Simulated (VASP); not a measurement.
Input:

```
HfS
1.0
    0.00000     2.80561     2.80561
    2.80561     0.00000     2.80561
    2.80561     2.80561     0.00000
Hf S
1 1
Direct
  0.00000   0.00000   0.00000
  0.25000   0.25000   0.25000
```

Level of theory: PBEsol GGA, VASP's PBE PAW potentials (set 64) (plane waves; VASP). Run with 400 eV cut-off, Gaussian smearing of 0.050 eV, potentials Hf_pv S.

Q: Give the energies of bands 5 to 11 at the high-symmetry points, in eV from the Fermi level.

A: 
| band | Γ | X | U | L | W |
|---|---|---|---|---|---|
| 5 | -5.81 | -7.26 | -6.75 | -6.73 | -6.26 |
| 6 | -5.81 | -4.83 | -5.52 | -5.43 | -6.17 |
| 7 | -5.81 | -4.83 | -5.00 | -5.43 | -4.83 |
| 8 | -0.46 | -1.73 | -1.63 | 0.41 | -1.77 |
| 9 | 0.36 | 0.03 | 0.34 | 0.86 | -0.09 |
| 10 | 0.36 | 1.99 | 0.80 | 0.86 | 1.49 |
| 11 | 4.63 | 1.99 | 3.17 | 2.51 | 2.46 |

It has no gap at this level: it comes out as a metal or semimetal.

The structure was generated: HfS was put into the zinc blende type (F-43m), which need not be its known phase. It was relaxed first, which changed the volume by -35 %.
